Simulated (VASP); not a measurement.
Crystal: B2C.

```
B C
1.0
     0.00000    2.47734    2.47734
     2.47734    0.00000    2.47734
     2.47734    2.47734    0.00000
B C
2 1
Cartesian
  1.2387 1.2387 1.2387
  3.7160 3.7160 3.7160
  0.0000 0.0000 0.0000
```

The cell was built by a generator and needn't be a form met in nature.

```yaml
Program: VASP 6.6.1
Task: relaxation of cell and atoms
Functional: PBE
Potentials_or_basis: VASP PAW PBE potentials, release 64 (B, C)
Cutoff: 520 eV
k_mesh: 7 × 7 × 7
Occupations: gaussian, width 0.15 eV
Spin: no spin polarisation
```

At the start: pressure -35.6 GPa; volume 10.14 Å³/atom.

Task: How do energy, volume and symmetry change on relaxing?

Result: Over 4 steps the energy falls by 615.6 meV/atom and the volume is 6.36 Å³/atom (-37.3 %); space group Fm-3m (No. 225, to 0.05 Å).

Step by step:
```csv
step,energy change (eV),largest force (eV/Å),pressure (GPa),volume (Å³)
1,0.0000,0.0000,-35.63,30.41
2,-1.7039,0.0000,-17.84,21.53
3,-1.8402,0.0000,-3.89,19.55
4,-1.8468,0.0000,-0.47,19.08
```

Final structure:
```
B C
1.0
     0.00000    2.12074    2.12074
     2.12074    0.00000    2.12074
     2.12074    2.12074    0.00000
B C
2 1
Direct
  0.25000 0.25000 0.25000
  0.75000 0.75000 0.75000
  0.00000 0.00000 0.00000
```

Caveat: the volume moved by over 15 % at a fixed basis, so the end points are rough.
